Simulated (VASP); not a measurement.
Crystal: Si3N4.

```
Si N
1.0
     0.00000    3.89372    3.89372
     3.89372    0.00000    3.89372
     3.89372    3.89372    0.00000
Si N
6 8
Direct
  0.12500 0.12500 0.62500
  0.12500 0.62500 0.12500
  0.62500 0.12500 0.12500
  0.12500 0.12500 0.12500
  0.75000 0.75000 0.75000
  0.50000 0.50000 0.50000
  0.36756 0.36756 0.36756
  0.35269 0.88244 0.88244
  0.88244 0.88244 0.35269
  0.88244 0.35269 0.88244
  0.36756 0.36756 0.89731
  0.36756 0.89731 0.36756
  0.88244 0.88244 0.88244
  0.89731 0.36756 0.36756
```

The cell is a database's computed one.

```yaml
Program: VASP 6.6.1
Task: relaxation of cell and atoms
Functional: LDA
Potentials_or_basis: VASP PAW LDA potentials, release 64 (Si, N)
Cutoff: 600 eV
k_mesh: 6 × 6 × 6
Occupations: gaussian, width 0.03 eV
Spin: no spin polarisation
```

At the start: pressure -10.7 GPa; volume 8.43 Å³/atom.

**Question.** How do energy, volume and symmetry change on relaxing?

**Answer.** Over 6 steps the energy falls by 10.2 meV/atom and the volume is 8.14 Å³/atom (-3.5 %); space group Fd-3m (No. 227, to 0.05 Å).

Step by step:
| step | energy change (eV) | largest force (eV/Å) | pressure (GPa) | volume (Å³) |
| --- | --- | --- | --- | --- |
| 1 | 0.0000 | 0.1127 | -10.70 | 118.07 |
| 2 | 0.1347 | 0.4792 | 16.99 | 108.70 |
| 3 | -0.1409 | 0.1147 | -0.23 | 114.05 |
| 4 | -0.1409 | 0.1196 | 0.00 | 113.97 |
| 5 | -0.1408 | 0.1206 | 0.19 | 113.83 |
| 6 | -0.1421 | 0.0047 | 0.08 | 113.90 |

Final structure:
```cif
data_structure
_symmetry_space_group_name_H-M 'P 1'
_symmetry_Int_Tables_number 1
_cell_length_a 5.4410
_cell_length_b 5.4410
_cell_length_c 5.4410
_cell_angle_alpha 60.000
_cell_angle_beta 60.000
_cell_angle_gamma 60.000
_cell_volume 113.90
loop_
_atom_site_label
_atom_site_type_symbol
_atom_site_fract_x
_atom_site_fract_y
_atom_site_fract_z
_atom_site_occupancy
Si1 Si 0.12500 0.12500 0.62500 1
Si2 Si 0.12500 0.62500 0.12500 1
Si3 Si 0.62500 0.12500 0.12500 1
Si4 Si 0.12500 0.12500 0.12500 1
Si5 Si 0.75000 0.75000 0.75000 1
Si6 Si 0.50000 0.50000 0.50000 1
N1 N 0.36758 0.36758 0.36758 1
N2 N 0.35274 0.88242 0.88242 1
N3 N 0.88242 0.88242 0.35274 1
N4 N 0.88242 0.35274 0.88242 1
N5 N 0.36758 0.36758 0.89726 1
N6 N 0.36758 0.89726 0.36758 1
N7 N 0.88242 0.88242 0.88242 1
N8 N 0.89726 0.36758 0.36758 1
```
